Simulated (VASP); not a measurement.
Here is the system:

```
Cd
1.0
    1.47772    -2.55949     0.00000
    1.47772     2.55949     0.00000
    0.00000     0.00000     5.46958
Cd
2
Direct
  0.33333   0.66667   0.25000
  0.66667   0.33333   0.75000
```

Level of theory: PBEsol GGA, VASP's PBE PAW potentials (set 64) (plane waves; VASP 6.6.1). Settings: 480 eV cut-off, 14×14×6 Γ-centred mesh, first-order Methfessel-Paxton smearing of 0.10 eV, potentials Cd.

Energy and stress use the plane-wave basis of the starting cell.

### Question
The ions, cell shape and volume at an external pressure of 15.0 GPa are relaxed. Which structure does the run end with?

### Answer

```
Cd
1.0
    1.44753    -2.50719     0.00000
    1.44753     2.50719     0.00000
    0.00000     0.00000     4.89733
Cd
2
Direct
  0.33333   0.66667   0.25000
  0.66667   0.33333   0.75000
```
Space group P6_3/mmc (194), at a tolerance of 0.03 Å.

### Question
How do energy and volume change from the first to the last step?

### Answer
The energy (σ→0) changes by +115.3 meV/atom and the volume by -14.1 %, in 10 ionic steps.

```json
[
 {"step": "1", "E(σ→0) (eV)": "-2.3773", "max force (eV/Å)": "0.000", "pressure (GPa)": "1.13", "volume (Å³)": "41.37"},
 {"step": "2", "E(σ→0) (eV)": "-1.4219", "max force (eV/Å)": "0.000", "pressure (GPa)": "40.18", "volume (Å³)": "31.55"},
 {"step": "3", "E(σ→0) (eV)": "-2.1493", "max force (eV/Å)": "0.000", "pressure (GPa)": "14.68", "volume (Å³)": "36.10"},
 {"step": "4", "E(σ→0) (eV)": "-2.1400", "max force (eV/Å)": "0.000", "pressure (GPa)": "15.01", "volume (Å³)": "36.00"},
 {"step": "5", "E(σ→0) (eV)": "-2.1382", "max force (eV/Å)": "0.000", "pressure (GPa)": "15.46", "volume (Å³)": "35.64"},
 {"step": "6", "E(σ→0) (eV)": "-2.1019", "max force (eV/Å)": "0.000", "pressure (GPa)": "16.78", "volume (Å³)": "35.10"},
 {"step": "7", "E(σ→0) (eV)": "-2.1134", "max force (eV/Å)": "0.000", "pressure (GPa)": "16.39", "volume (Å³)": "35.21"},
 {"step": "8", "E(σ→0) (eV)": "-2.1115", "max force (eV/Å)": "0.000", "pressure (GPa)": "16.47", "volume (Å³)": "35.19"},
 {"step": "9", "E(σ→0) (eV)": "-2.1922", "max force (eV/Å)": "0.000", "pressure (GPa)": "13.02", "volume (Å³)": "36.07"},
 {"step": "10", "E(σ→0) (eV)": "-2.1468", "max force (eV/Å)": "0.000", "pressure (GPa)": "15.01", "volume (Å³)": "35.55"}
]
```

The compound is Cd in the hcp structure. This run relaxes it under an external pressure of 15 GPa. Symmetry was kept, so distortions that lower it aren't found.
